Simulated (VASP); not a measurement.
Consider the following.

```
PbO
1.0
    3.54261     0.00000     0.00000
   -1.77130     3.06799     0.00000
    0.00000     0.00000     6.43063
Pb O
2 2
Direct
  0.00000   0.00000   0.00000
  0.00000   0.00000   0.50000
  0.33333   0.66667   0.25000
  0.66667   0.33333   0.75000
```

The numbers are results of PBEsol GGA, VASP's PBE PAW potentials (set 64) (plane waves; VASP), not measurements. Settings: 620 eV cut-off, 10×10×5 Γ-centred mesh, first-order Methfessel-Paxton smearing of 0.10 eV, potentials Pb_d O.

Unless said otherwise, spin-orbit coupling is left out, though it shifts the bands of the heavy elements here.

Problem. Predict the energy per atom (σ→0), band gap (on the k-mesh) with the smallest direct gap where there is one.

Solution. 
```json
{
 "band gap (on the k-mesh)": "none (metal, semimetal or under 0.01 eV)",
 "energy per atom (σ→0)": "-5.461 eV/atom"
}
```

Only differences to runs with the same potentials and settings are physical.

The structure was generated: PbO was put into the NiAs type type (P6_3/mmc), which need not be its known phase. It was relaxed first, which changed the volume by +51 %.
